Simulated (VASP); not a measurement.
Data:

```
As
1.0
    3.71432    -1.90609    -0.00528
    3.71432     1.90609    -0.00528
    2.74065     0.00000     3.14932
As
2
Direct
  0.22678   0.22678   0.22678
  0.77322   0.77322   0.77322
```

Calculation: SCAN meta-GGA, VASP's PBE PAW potentials (set 64) (plane waves; VASP). Settings: 520 eV cut-off, 12×12×12 Γ-centred mesh, first-order Methfessel-Paxton smearing of 0.10 eV, potentials As.

Task: The ions and cell shape at fixed volume are relaxed. Which structure does the run end with?

Result: 
```
As
1.0
    3.79797    -1.88188     0.03516
    3.79797     1.88188     0.03516
    2.83667     0.00000     3.14970
As
2
Cartesian
  2.34807   0.00000   0.72473
  8.08455   0.00000   2.49530
```
Space group R-3m (166), at a tolerance of 0.03 Å.

Task: How much energy does the relaxation gain?

Result: The energy (σ→0) changes by -3.4 meV/atom, in 6 ionic steps.

The compound is As in the a7 structure. This cell is one point of a volume scan, at 1.03 of the reference volume. Symmetry was kept, so distortions that lower it aren't found.
